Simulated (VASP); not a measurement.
# Ga2Ge2O3 (P-3m1) in VASP: settings compared

One crystal, Ga2Ge2O3, is run at these levels: PBE, r2SCAN; tasks: relaxation of cell and atoms, single point.

Program: VASP 6.6.1. These are calculated values, not measurements. Logs are shortened: lines on timing, memory, paths and dates and some standing lists are left out, and cuts for length are marked.

**1. Starting point**

It takes space group P-3m1 (No. 164, trigonal). The conventional cell has a = 3.016 Å, b = 3.016 Å, c = 12.856 Å, α = 90.00°, β = 90.00°, γ = 120.00°. Ga (site symmetry 3m) is surrounded by 3 O at 1.90 Å. Around Ge (site symmetry 3m) lie 9 Ge at 2.84 to 3.02 Å and 1 O at 3.14 Å. O (site symmetry 3m) has 3 Ga at 1.90 Å as nearest neighbours. O (site symmetry -3m) is surrounded by 6 Ga at 2.24 Å.

The cell was built by a generator and needn't be a form met in nature.

**2. Relaxation of cell and atoms, PBE**

Input file INCAR:

```
SYSTEM = Ga2Ge2O3
PREC     = Accurate       ! precision mode
ENCUT    = 520            ! plane-wave cutoff, eV
EDIFF    = 1E-6           ! SCF threshold, eV
ISMEAR   = 0              ! smearing method
SIGMA    = 0.1            ! smearing width, eV
LREAL    = .FALSE.        ! projectors in reciprocal space
LASPH    = .TRUE.         ! aspherical terms in the spheres
NELM     = 120            ! most SCF steps
ALGO     = Normal         ! electronic algorithm
ISIF     = 3              ! what is computed and relaxed
LWAVE    = .FALSE.        ! write WAVECAR
LCHARG   = .FALSE.        ! write CHGCAR
GGA      = PE             ! functional
IBRION   = 2              ! ionic algorithm
NSW      = 90             ! ionic steps
EDIFFG   = -0.01          ! ionic threshold
KPAR     = 4
```

Input file KPOINTS:

```
Automatic mesh
0
G
  12 12 4
  0 0 0
```

Input file POSCAR:

```
Ga2Ge2O3
1.0
    3.0160291800      0.0000000000      0.0000000000
   -1.5080145900      2.6119578900      0.0000000000
    0.0000000000      0.0000000000     12.8560000000
Ga Ge O
2 2 3
Direct
    0.3333333300      0.6666666700      0.1092097100
    0.6666666700      0.3333333300      0.8907902900
    0.6666666700      0.3333333300      0.4125700100
    0.3333333300      0.6666666700      0.5874299900
    0.6666666700      0.3333333300      0.1684038600
    0.3333333300      0.6666666700      0.8315961400
    0.0000000000      0.0000000000      0.0000000000
```

Potentials or basis: VASP PAW PBE potentials, release 64 (Ga_d, Ge_d, O).

Launch:

```sh
> cat potpaw_PBE.64/Ga_d/POTCAR potpaw_PBE.64/Ge_d/POTCAR potpaw_PBE.64/O/POTCAR > POTCAR
> mpirun -np 4 vasp_std > vasp.out
```

OUTCAR:

```text
SYSTEM = Ga2Ge2O3
   PREC = Accurate
   ENCUT = 520
   EDIFF = 1E-6
   ISMEAR = 0
   LREAL = .FALSE.
   LASPH = .TRUE.
   NELM = 120
   ISIF = 3
   GGA = PE
   IBRION = 2
   NSW = 90
   EDIFFG = -0.01

 ion  position               nearest neighbor table
   1  0.333  0.667  0.109-   5 1.90   5 1.90   5 1.90   7 2.24   7 2.24   7 2.24
   2  0.667  0.333  0.891-   6 1.90   6 1.90   6 1.90   7 2.24   7 2.24   7 2.24
   3  0.667  0.333  0.413-   4 2.84   4 2.84   4 2.84
   4  0.333  0.667  0.587-   3 2.84   3 2.84   3 2.84
   5  0.667  0.333  0.168-   1 1.90   1 1.90   1 1.90
   6  0.333  0.667  0.832-   2 1.90   2 1.90   2 1.90
   7  0.000  0.000  0.000-   1 2.24   2 2.24   2 2.24   1 2.24   2 2.24   1 2.24

  LATTYP: Found a hexagonal cell.
 ALAT       =     3.0160291800
 C/A-ratio  =     4.2625582290

  Lattice vectors:

 A1 = (   3.0160291800,   0.0000000000,   0.0000000000)
 A2 = (  -1.5080145900,   2.6119578900,   0.0000000000)
 A3 = (   0.0000000000,   0.0000000000,  12.8560000000)

Analysis of symmetry for initial positions (statically):
=====================================================================
 Subroutine PRICEL returns:
 Original cell was already a primitive cell.

 Routine SETGRP: Setting up the symmetry group for a
 hexagonal supercell.

 Subroutine GETGRP returns: Found 12 space group operations
 (whereof 12 operations were pure point group operations)
 out of a pool of 24 trial point group operations.

The static configuration has the point symmetry D_3d.

Analysis of symmetry for dynamics (positions and initial velocities):
=====================================================================
 Subroutine PRICEL returns:
 Original cell was already a primitive cell.

 Routine SETGRP: Setting up the symmetry group for a
 hexagonal supercell.

 Subroutine GETGRP returns: Found 12 space group operations
 (whereof 12 operations were pure point group operations)
 out of a pool of 24 trial point group operations.

The dynamic configuration has the point symmetry D_3d.

 Subroutine INISYM returns: Found 12 space group operations
 (whereof 12 operations are pure point group operations),
 and found     1 'primitive' translations

----------------------------------------------------------------------------------------

                                     Primitive cell

  volume of cell :     101.2762

  direct lattice vectors                    reciprocal lattice vectors
     3.016029180  0.000000000  0.000000000     0.331561779  0.191427282  0.000000000
    -1.508014590  2.611957890  0.000000000     0.000000000  0.382854564  0.000000000
     0.000000000  0.000000000 12.856000000     0.000000000  0.000000000  0.077784692

  length of vectors
     3.016029180  3.016029181 12.856000000     0.382854564  0.382854564  0.077784692

  position of ions in fractional coordinates (direct lattice)
     0.333333330  0.666666670  0.109209710
     0.666666670  0.333333330  0.890790290
     0.666666670  0.333333330  0.412570010
     0.333333330  0.666666670  0.587429990
     0.666666670  0.333333330  0.168403860
     0.333333330  0.666666670  0.831596140
     0.000000000  0.000000000  0.000000000

  ion indices of the primitive-cell ions
   primitive index   ion index
                 1           1
                 2           2
                 3           3
                 4           4
                 5           5
                 6           6
                 7           7

----------------------------------------------------------------------------------------

 KPOINTS: Automatic mesh

Automatic generation of k-mesh.
 Grid dimensions read from file:
 generate k-points for:   12   12    4

 Generating k-lattice:

  Cartesian coordinates                     Fractional coordinates (reciprocal lattice)
     0.027630148  0.015952274  0.000000000     0.083333333  0.000000000  0.000000000
     0.000000000  0.031904547  0.000000000     0.000000000  0.083333333  0.000000000
     0.000000000  0.000000000  0.019446173     0.000000000  0.000000000  0.250000000

  Length of vectors
     0.031904547  0.031904547  0.019446173

  Shift w.r.t. Gamma in fractional coordinates (k-lattice)
     0.000000000  0.000000000  0.000000000

 Subroutine IBZKPT returns following result:
 ===========================================

 Found     69 irreducible k-points:

 Following reciprocal coordinates:
            Coordinates               Weight
  0.000000  0.000000  0.000000      1.000000
  0.083333  0.000000  0.000000      6.000000
  0.166667  0.000000  0.000000      6.000000
  0.250000  0.000000  0.000000      6.000000
  0.333333  0.000000  0.000000      6.000000
  0.416667  0.000000  0.000000      6.000000
[... 16 lines left out ...]
  0.166667  0.000000  0.250000      6.000000
  0.000000  0.166667  0.250000      6.000000
 [... further k-points ...]
   k-points           NKPTS =     69   k-points in BZ     NKDIM =     69   number of bands    NBANDS=     43
   number of dos      NEDOS =    301   number of ions     NIONS =      7
   total plane-waves  NPLWV =  55296
   dimension x,y,z NGX =    24 NGY =   24 NGZ =   96
   dimension x,y,z NGXF=    48 NGYF=   48 NGZF=  192
   ions per type =               2   2   3
   NGX,Y,Z   is equivalent  to a cutoff of  13.23, 13.23, 12.41 a.u.
   NGXF,Y,Z  is equivalent  to a cutoff of  26.46, 26.46, 24.83 a.u.
 SYSTEM =  Ga2Ge2O3
   PREC   = accura    normal or accurate (medium, high low for compatibility)
   ISTART =      0    job   : 0-new  1-cont  2-samecut
   ICHARG =      2    charge: 1-file 2-atom 10-const
   ISPIN  =      1    spin polarized calculation?
   LNONCOLLINEAR =      F non collinear calculations
   LSORBIT =      F    spin-orbit coupling
   LASPH  =      T    aspherical Exc in radial PAW
   ENCUT  =  520.0 eV  38.22 Ry    6.18 a.u.   5.61  5.61 23.90*2*pi/ulx,y,z
   NELM   =    120;   NELMIN=  2; NELMDL= -5     # of ELM steps
   EDIFF  = 0.1E-05   stopping-criterion for ELM
   LREAL  =      F    real-space projection
   EDIFFG = -.1E-01   stopping-criterion for IOM
   NSW    =     90    number of steps for IOM
   IBRION =      2    ionic relax: 0-MD 1-quasi-New 2-CG
   NFREE  =      1    steps in history (QN), initial steepest desc. (CG)
   ISIF   =      3    stress and relaxation
   ISYM   =      2    0-nonsym 1-usesym 2-fastsym
   POTIM  = 0.5000    time-step for ionic-motion
   TEBEG  =    0.0;   TEEND  =   0.0 temperature during run
   PSTRESS=    0.0 pullay stress
   NELECT =      72.0000    total number of electrons
   NUPDOWN=      -1.0000    fix difference up-down
   EMIN   =  10.00;   EMAX   =-10.00  energy-range for DOS
   EFERMI =   0.00;   METHOD = LEGACY
   ISMEAR =     0;   SIGMA  =   0.10  broadening in eV -4-tet -1-fermi 0-gaus
   EFERMI_NEDOS =   21; number of points for ismear=-14 and -15
   IALGO  =     38    algorithm
   IMIX   =      4    mixing-type and parameters
     AMIX     =   0.40;   BMIX     =  1.00
     AMIX_MAG =   1.60;   BMIX_MAG =  1.00
  volume/ion in A,a.u.               =      14.47        97.64
  Fermi-wavevector in a.u.,A,eV,Ry     =   1.461111  2.761099 29.046325  2.134845
  Thomas-Fermi vector in A             =   2.577481
   LORBIT       =      0    0 simple, 1 ext, 2 COOP (PROOUT), +10 PAW based schemes
   GGA     = PE    functional components
   LHFCALC =     F    Hartree Fock is set to
   AEXX    =    0.0000 exact exchange contribution
   IVDW    =     0    specifies the selected vdW correction
   LEPSILON=     F    determine dielectric tensor
   LRPA    =     F    only Hartree local field effects (RPA)
 conjugate gradient relaxation of ions
 non-spin polarized calculation
 Gauss-broadening in eV      SIGMA  =   0.10
  energy-cutoff  :      520.00
  volume of cell :      101.28
 maximum number of plane-waves:      2772
 NGX is ok and might be reduce to    24
   NGX = 11   NGY = 11   NGZ = 47

--------------------------------------- Ionic step        1  -------------------------------------------

 number of electron      72.0000039 magnetization

 Free energy of the ion-electron system (eV)
  ---------------------------------------------------
  ext. energy  EPLUGINS =         0.00000000
  ---------------------------------------------------
  free energy    TOTEN  =       -37.15199318 eV

  energy without entropy =      -37.13847533  energy(sigma->0) =      -37.14523425

------------------------ aborting loop because EDIFF is reached ----------------------------------------

  FORCE on cell =-STRESS in cart. coord.  units (eV):
  Direction    XX          YY          ZZ          XY          YZ          ZX
  --------------------------------------------------------------------------------------
  -------------------------------------------------------------------------------------
  Total        0.5439836      0.5439836      2.2543103      0.0000000     -0.0000000      0.0000000
  in kB        8.6057516      8.6057516     35.6629040      0.0000000     -0.0000000      0.0000000
  external PRESSURE =      17.6248024 kB  Pullay stress =       0.0000000 kB
[... 104 lines left out ...]
  FREE ENERGIE OF THE ION-ELECTRON SYSTEM (eV)
  ---------------------------------------------------
  free  energy   TOTEN  =       -37.1722025602 eV

  energy  without entropy=      -37.1603297055  energy(sigma->0) =      -37.16626613

[... ionic steps 4 to 10 ...]

--------------------------------------- Ionic step       11  -------------------------------------------

 number of electron      72.0000037 magnetization

------------------------ aborting loop because EDIFF is reached ----------------------------------------

  FORCE on cell =-STRESS in cart. coord.  units (eV):
  Direction    XX          YY          ZZ          XY          YZ          ZX
  --------------------------------------------------------------------------------------
  -------------------------------------------------------------------------------------
  Total        0.0212199      0.0212199      0.4029934     -0.0000000      0.0000000      0.0000000
  in kB        0.3112355      0.3112355      5.9107537     -0.0000000      0.0000000      0.0000000
  external PRESSURE =       2.1777415 kB  Pullay stress =       0.0000000 kB
[... 67 lines left out ...]
  energy  without entropy=      -37.2079459117  energy(sigma->0) =      -37.21460386

--------------------------------------- Ionic step       13  -------------------------------------------

 number of electron      72.0000029 magnetization

 Free energy of the ion-electron system (eV)
  ---------------------------------------------------
  ext. energy  EPLUGINS =         0.00000000
  ---------------------------------------------------
  free energy    TOTEN  =       -37.22126273 eV

  energy without entropy =      -37.20794766  energy(sigma->0) =      -37.21460520

 E-fermi :   4.8103     XC(G=0): -10.1773

 val. band max:        4.7466592295   @ k =   0.0833   0.0000   0.5000
 cond. band min:       4.8194388649   @ k =   0.1667   0.1667   0.5000
 fundamental gap:      0.0727796354
 Fermi energy:         4.8103253209

 k-point     1 :       0.0000    0.0000    0.0000
  band No.  band energies     occupation
      1     -19.8336      2.00000
      2     -19.8336      2.00000
      3     -19.8334      2.00000
      4     -19.8334      2.00000
      5     -19.8241      2.00000
      6     -19.8083      2.00000
[... 1093 lines left out ...]
     42      10.3111      0.00000
     43      11.1357      0.00000

 [... further k-points ...]
[... 5 lines left out ...]
  --------------------------------------------------------------------------------------
  -------------------------------------------------------------------------------------
  Total       -0.0143776     -0.0143776     -0.0218632      0.0000000      0.0000000      0.0000000
  in kB       -0.2106314     -0.2106314     -0.3202948      0.0000000      0.0000000      0.0000000
  external PRESSURE =      -0.2471858 kB  Pullay stress =       0.0000000 kB
[... 22 lines left out ...]
  FREE ENERGIE OF THE ION-ELECTRON SYSTEM (eV)
  ---------------------------------------------------
  free  energy   TOTEN  =       -37.2212627308 eV

  energy  without entropy=      -37.2079476600  energy(sigma->0) =      -37.21460520

 reached required accuracy - stopping structural energy minimisation
```

Wall time 6.4 min (4 MPI ranks of Intel Xeon 6975P-C (Granite Rapids), shared host); peak memory 0.4 GiB.

What came out:

```yaml
Free_energy: -37.2213 eV
Relaxed_volume: 15.62 Å³/atom
Relaxed_cell: a = 3.018 Å, b = 3.018 Å, c = 13.862 Å, α = 90.00°, β = 90.00°, γ = 120.00°
Space_group_after_relaxing_to_0.05_Å: P-3m1 (No. 164)
Energy_gained_by_relaxing: 9.9 meV/atom
Ionic_steps: 13
Pressure_after_relaxing: 0.0 GPa
Largest_force_after_relaxing: 0.009 eV/Å
Band_gap_on_the_k_mesh: none (metal or under the smearing width)
```

Forces in eV/Å, atoms in the order of the input:
```
Ga   0.000  0.000  0.004
Ga   0.000  0.000 -0.004
Ge   0.000  0.000  0.009
Ge   0.000  0.000 -0.009
O    0.000  0.000  0.007
O    0.000  0.000 -0.007
O    0.000  0.000  0.000
```

Step by step:
| step | energy change (eV) | largest force (eV/Å) | pressure (GPa) | volume (Å³) |
| --- | --- | --- | --- | --- |
| 1 | 0.0000 | 0.0822 | 1.76 | 101.28 |
| 2 | -0.0202 | 0.1664 | -0.46 | 103.62 |
| 3 | -0.0202 | 0.1682 | -0.51 | 103.65 |
| 4 | -0.0285 | 0.2008 | 0.01 | 103.64 |
| 5 | -0.0303 | 0.2636 | 0.40 | 103.63 |
| 6 | -0.0372 | 0.1344 | 0.43 | 103.99 |
| 7 | -0.0442 | 0.3264 | 0.27 | 105.06 |
| 8 | -0.0480 | 0.3047 | 0.23 | 105.41 |
| 9 | -0.0573 | 0.2605 | 0.22 | 106.46 |
| 10 | -0.0667 | 0.2148 | 0.13 | 108.56 |
| 11 | -0.0673 | 0.1983 | 0.22 | 109.24 |
| 12 | -0.0693 | 0.0109 | 0.00 | 109.37 |
| 13 | -0.0693 | 0.0087 | -0.02 | 109.36 |

Final structure:
```cif
data_structure
_symmetry_space_group_name_H-M 'P 1'
_symmetry_Int_Tables_number 1
_cell_length_a 3.0182
_cell_length_b 3.0182
_cell_length_c 13.8625
_cell_angle_alpha 90.000
_cell_angle_beta 90.000
_cell_angle_gamma 120.000
_cell_volume 109.36
loop_
_atom_site_label
_atom_site_type_symbol
_atom_site_fract_x
_atom_site_fract_y
_atom_site_fract_z
_atom_site_occupancy
Ga1 Ga 0.33333 0.66667 0.10221 1
Ga2 Ga 0.66667 0.33333 0.89779 1
Ge1 Ge 0.66667 0.33333 0.41831 1
Ge2 Ge 0.33333 0.66667 0.58169 1
O1 O 0.66667 0.33333 0.15678 1
O2 O 0.33333 0.66667 0.84322 1
O3 O 0.00000 0.00000 0.00000 1
```

**3. Relaxation of cell and atoms, PBE**

This run uses another cell than the first one, of 15.62 Å³/atom, 1.080 times its volume.

INCAR: that of step 2 with these lines changed.

```diff
@@ -3,3 +3,3 @@
 ENCUT    = 520            ! plane-wave cutoff, eV
-EDIFF    = 1E-6           ! SCF threshold, eV
+EDIFF    = 1E-7           ! SCF threshold, eV
 ISMEAR   = 0              ! smearing method
@@ -15,4 +15,5 @@
 IBRION   = 2              ! ionic algorithm
-NSW      = 90             ! ionic steps
-EDIFFG   = -0.01          ! ionic threshold
+NSW      = 60             ! ionic steps
+EDIFFG   = -0.005         ! ionic threshold
+POTIM    = 0.3            ! step
 KPAR     = 4
```

KPOINTS is that of step 2.

Input file POSCAR:

```
Ga2Ge2O3                                
1.0
    3.0182224802      0.0000000000     -0.0000000000
   -1.5091112401      2.6138573437     -0.0000000000
   -0.0000000000     -0.0000000000     13.8624624066
  Ga              Ge              O             
     2     2     3
Direct
     0.3333333300000021    0.6666666699999979    0.1022136769059314
     0.6666666699999979    0.3333333300000021    0.8977863230940686
     0.6666666699999979    0.3333333300000021    0.4183063623922944
     0.3333333300000021    0.6666666699999979    0.5816936376077055
     0.6666666699999979    0.3333333300000021    0.1567761446545028
     0.3333333300000021    0.6666666699999979    0.8432238553454973
     0.0000000000000000    0.0000000000000000    0.0000000000000000
```

Potentials or basis: VASP PAW PBE potentials, release 64 (Ga_d, Ge_d, O).

Launch:

```sh
> cat potpaw_PBE.64/Ga_d/POTCAR potpaw_PBE.64/Ge_d/POTCAR potpaw_PBE.64/O/POTCAR > POTCAR
> mpirun -np 4 vasp_std > vasp.out
```

It took 13 min on 4 MPI ranks of Intel Xeon 6975P-C (Granite Rapids), shared host; peak memory 0.43 GiB.

The run converged. Its results:

| Property | Result |
| --- | --- |
| Free energy | -37.2399 eV |
| Relaxed volume | 16.08 Å³/atom |
| Relaxed cell | a = 3.018 Å, b = 3.018 Å, c = 14.272 Å, α = 90.00°, β = 90.00°, γ = 120.00° |
| Space group after relaxing (to 0.05 Å) | P-3m1 (No. 164) |
| Energy gained by relaxing | 0.6 meV/atom |
| Ionic steps | 22 |
| Pressure after relaxing | 0.0 GPa |
| Band gap on the k mesh | none (metal or under the smearing width) |

Step by step:
```csv
step,energy change (eV),largest force (eV/Å),pressure (GPa),volume (Å³)
1,0.0000,0.0075,0.20,109.36
2,-0.0003,0.0177,0.06,109.55
3,-0.0004,0.0337,-0.14,109.81
4,-0.0004,0.0281,-0.10,109.75
5,-0.0006,0.0276,-0.04,109.77
6,-0.0008,0.0472,0.07,109.79
7,-0.0010,0.0348,0.08,109.85
8,-0.0014,0.0521,0.08,110.03
9,-0.0014,0.1002,0.10,110.39
10,-0.0015,0.0813,0.07,110.25
11,-0.0017,0.0775,0.08,110.33
12,-0.0021,0.0664,0.08,110.56
13,-0.0028,0.0468,0.08,111.02
14,-0.0031,0.0817,0.07,111.95
15,-0.0032,0.0713,0.06,111.68
16,-0.0037,0.0498,-0.02,112.00
17,-0.0039,0.0162,-0.25,112.83
18,-0.0040,0.0182,-0.20,112.64
19,-0.0041,0.0133,0.09,112.55
20,-0.0042,0.0109,0.01,112.58
21,-0.0042,0.0069,-0.01,112.59
22,-0.0042,0.0014,0.01,112.58
```

Final structure:
```xyz
7
Lattice="3.0181 0.0000 0.0000 -1.5091 2.6138 0.0000 0.0000 0.0000 14.2716" Properties=species:S:1:pos:R:3 pbc="T T T"
Ga    0.0000    1.7425    1.4192
Ga    1.5091    0.8713   12.8524
Ge    1.5091    0.8713    6.0064
Ge    0.0000    1.7425    8.2652
O     1.5091    0.8713    2.1751
O     0.0000    1.7425   12.0966
O     0.0000    0.0000    0.0000
```

Levels at points of the mesh, in eV from the Fermi level:
```csv
k point,band 34,band 35,band 36,band 37,band 38,band 39
"(0.00, 0.00, 0.00)",-3.56,-3.05,-0.31,1.57,2.84,3.37
"(0.50, 0.00, 0.00)",-3.66,-3.42,-2.72,1.31,1.46,3.13
"(0.00, 0.00, 0.50)",-3.73,-2.84,-0.46,1.92,2.44,3.53
"(0.50, 0.00, 0.50)",-3.66,-3.37,-2.73,1.32,1.45,3.13
```

[end of part 1 of 2]
